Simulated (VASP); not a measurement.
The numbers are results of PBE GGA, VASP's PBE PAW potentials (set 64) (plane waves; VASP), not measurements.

Input for VASP

File KPOINTS:
```
Automatic mesh
0
Gamma
6 6 3
0 0 0
```

INCAR:
```
! general
SYSTEM  = ZnS
PREC    = Accurate
ENCUT   = 400
LREAL   = F
LASPH   = T
NELECT  = 36.02

! electronic loop
EDIFF   = 1E-6
NELM    = 100
ALGO    = Normal
LMAXMIX = 4

! smearing
ISMEAR  = 0
SIGMA   = 0.05

! functional
GGA     = PE

! ions
ISIF    = 2

! output
LWAVE   = F
LCHARG  = F
```

POSCAR:
```
ZnS
1
    1.9100000000    -3.3082170000     0.0000000000
    1.9100000000     3.3082170000     0.0000000000
    0.0000000000     0.0000000000     6.2600000000
Zn S
2 2
Direct
  0.6666670000   0.3333330000   0.5000000000
  0.3333330000   0.6666670000   0.0000000000
  0.6666670000   0.3333330000   0.8750000000
  0.3333330000   0.6666670000   0.3750000000
```

POTCAR, in this order: Zn S (PBE.64 set). Program: vasp_std.

The resulting files:

File OUTCAR:
```
 ion  position               nearest neighbor table
   1  0.667  0.333  0.500-   4 2.34   4 2.34   4 2.34   3 2.35
   2  0.333  0.667  0.000-   3 2.34   3 2.34   3 2.34   4 2.35
   3  0.667  0.333  0.875-   2 2.34   2 2.34   2 2.34   1 2.35
   4  0.333  0.667  0.375-   1 2.34   1 2.34   1 2.34   2 2.35
  LATTYP: Found a hexagonal cell.
 ALAT       =     3.8199999632
 C/A-ratio  =     1.6387434713
 Subroutine PRICEL returns:
 Original cell was already a primitive cell.
 Subroutine GETGRP returns: Found 12 space group operations
The static configuration has the point symmetry C_3v.
 The point group associated with its full space group is C_6v.
The dynamic configuration has the point symmetry C_3v.
 Subroutine INISYM returns: Found 12 space group operations
 Subroutine IBZKPT returns following result:
 Found     14 irreducible k-points:

 Following reciprocal coordinates:
            Coordinates               Weight
  0.000000  0.000000  0.000000      1.000000
  0.166667  0.000000  0.000000      6.000000
  0.333333 -0.000000  0.000000      6.000000
  0.500000  0.000000  0.000000      3.000000
  0.166667  0.166667  0.000000      6.000000
...
```

OSZICAR:
```
       N       E                     dE             d eps       ncg     rms          rms(c)
DAV:   1     0.210710125834E+03    0.21071E+03   -0.15080E+04   616   0.164E+03
DAV:   2     0.432148229687E+01   -0.20639E+03   -0.20044E+03   658   0.333E+02
DAV:   3    -0.140683049974E+02   -0.18390E+02   -0.18320E+02   748   0.107E+02
DAV:   4    -0.144454101096E+02   -0.37711E+00   -0.37680E+00   736   0.161E+01
DAV:   5    -0.144526691760E+02   -0.72591E-02   -0.72587E-02   748   0.215E+00    0.102E+01
DAV:   6    -0.135733942778E+02    0.87927E+00   -0.20220E+00   974   0.432E+01    0.787E+00
DAV:   7    -0.136098495838E+02   -0.36455E-01   -0.20422E+00   688   0.818E+00    0.331E+00
DAV:   8    -0.135887943539E+02    0.21055E-01   -0.12488E-01   824   0.468E+00    0.113E+00
DAV:   9    -0.135896653388E+02   -0.87098E-03   -0.22537E-02   856   0.259E+00    0.285E-01
DAV:  10    -0.135898051893E+02   -0.13985E-03   -0.13242E-03   712   0.444E-01    0.171E-01
DAV:  11    -0.135900419328E+02   -0.23674E-03   -0.39266E-04   754   0.142E-01    0.100E-01
DAV:  12    -0.135900366863E+02    0.52465E-05   -0.36427E-05   954   0.974E-02    0.125E-02
DAV:  13    -0.135900395771E+02   -0.28908E-05   -0.62451E-06   748   0.180E-02    0.760E-03
DAV:  14    -0.135900399823E+02   -0.40524E-06   -0.73054E-07   518   0.116E-02
   1 F= -.13590040E+02 E0= -.13589991E+02  d E =-.973360E-04
```

**OUTCAR**
```
------------------------ aborting loop because EDIFF is reached ----------------------------------------
  FORCE on cell =-STRESS in cart. coord.  units (eV):
  Direction    XX          YY          ZZ          XY          YZ          ZX
  --------------------------------------------------------------------------------------
  Total        0.9706938      0.9706938      0.9727735      0.0000000      0.0000000      0.0000000
  in kB       19.6589882     19.6589877     19.7011060      0.0000000      0.0000000      0.0000000
  external PRESSURE =      19.6730273 kB  Pullay stress =       0.0000000 kB
  volume of cell :       79.11
      direct lattice vectors                 reciprocal lattice vectors
     1.910000000 -3.308217000  0.000000000     0.261780105 -0.151138816  0.000000000
     1.910000000  3.308217000  0.000000000     0.261780105  0.151138816  0.000000000
     0.000000000  0.000000000  6.260000000     0.000000000  0.000000000  0.159744409
  FREE ENERGIE OF THE ION-ELECTRON SYSTEM (eV)
  ---------------------------------------------------
  free  energy   TOTEN  =       -13.5900399823 eV

  energy  without entropy=      -13.5899426463  energy(sigma->0) =      -13.58999131
```
(Selected blocks of OUTCAR.)

The cell is charged, with a uniform compensating background.

The compound is ZnS in the wurtzite structure, the high-temperature form. The cell was not relaxed at this level. The k-mesh is coarse (spacing up to 0.33 per Å, 2π included), so the numbers may not be converged in it. The run is one of a series of settings (NELECT = 36.02 against the base run), some of them coarse on purpose.
